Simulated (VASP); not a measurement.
Data:

```yaml
crystal:
  lattice:
    - [0.00000, 2.52440, 2.52440]
    - [2.52440, 0.00000, 2.52440]
    - [2.52440, 2.52440, 0.00000]
  atoms:
    - { symbol: Na, position: [0.00000, 0.00000, 0.00000] }
    - { symbol: F, position: [0.25000, 0.25000, 0.25000] }
```

All values below come from r2SCAN meta-GGA, VASP's PBE PAW potentials (set 64) (plane waves; VASP 6.6.1). Run with 520 eV cut-off, 10×10×10 Γ-centred mesh, tetrahedra with Blöchl corrections, potentials Na_pv F.

Give the energies of bands 5 to 8 at the high-symmetry points, in eV from the valence-band maximum.

```csv
band,Γ,X,U,L,W
5,0.00,-0.75,-0.59,-0.81,-0.47
6,0.00,-0.15,-0.37,-0.03,-0.43
7,0.00,-0.15,-0.11,-0.03,-0.18
8,6.30,10.51,10.97,10.58,11.12
```

The gap is direct, 6.30 eV, from the valence maximum at Γ to the conduction minimum at Γ.

The structure was generated: NaF was put into the zinc blende type (F-43m), which need not be its known phase. It was relaxed first, which changed the volume by -6 %.
